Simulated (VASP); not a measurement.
Input for VASP

KPOINTS:
```
Automatic
0
gamma
  7 7 7
0 0 0
```

### INCAR
```
EDIFF=1E-7
SYSTEM=RbCl
NELM=100   ! most electronic steps
LCHARG=.False.
LWAVE=.False.
LREAL=.False.   ! projection in real space or not
ISIF=2   ! forces and stress, cell fixed
GGA=ML
ALGO=Normal
ISMEAR=0   ! Gaussian
LUSE_VDW=.True.
PREC=Accurate
LASPH=.True.   ! aspherical one-centre terms
AGGAC=0.0
LMAXMIX=4   ! l cut-off of mixed one-centre charges
ZAB_VDW=-1.8867
ENCUT=520
SIGMA=0.05   ! width (eV)
```

POSCAR:
```
RbCl
4.7128890
  0.0000000000   0.7071067720   0.7071067720
  0.7071067720   0.0000000000   0.7071067720
  0.7071067720   0.7071067720   0.0000000000
Rb Cl
1 1
Cartesian
  0.0000000000   0.0000000000   0.0000000000
  0.7071067720   0.7071067720   0.7071067720
```

POTCAR, in this order: Rb_sv Cl (PBE.64 set). Program: vasp_std.

Q: Write an equivalent input for Quantum ESPRESSO's pw.x.

A: One equivalent input (not run):
```
&CONTROL
  calculation = 'scf'
  pseudo_dir = './pseudo'
  outdir = './out'
  tprnfor = .true.
  tstress = .true.
/
&SYSTEM
  ibrav = 0
  nat = 2
  ntyp = 2
  ecutwfc = 58
  occupations = 'smearing'
  smearing = 'gaussian'
  degauss = 0.003675
  input_dft = 'vdw-df2'
/
&ELECTRONS
  conv_thr = 7.3e-09
  electron_maxstep = 100
/
ATOMIC_SPECIES
  Rb 85.468 Rb.upf
  Cl 35.450 Cl.upf
CELL_PARAMETERS angstrom
     0.0000000    3.3325157    3.3325157
     3.3325157    0.0000000    3.3325157
     3.3325157    3.3325157    0.0000000
ATOMIC_POSITIONS crystal
  Rb   0.0000000  0.0000000  0.0000000
  Cl   0.5000000  0.5000000  0.5000000
K_POINTS automatic
  7 7 7 0 0 0
```
The two are equivalent in intent, not identical: the potentials are each code's own (VASP's PAW set, PseudoDojo norm-conserving files in pw.x), so ENCUT and ecutwfc are chosen apart and not converted; conv_thr bounds pw.x's estimated SCF error, while EDIFF bounds the energy change between steps.

The compound is RbCl in the rock salt structure. It was relaxed first.
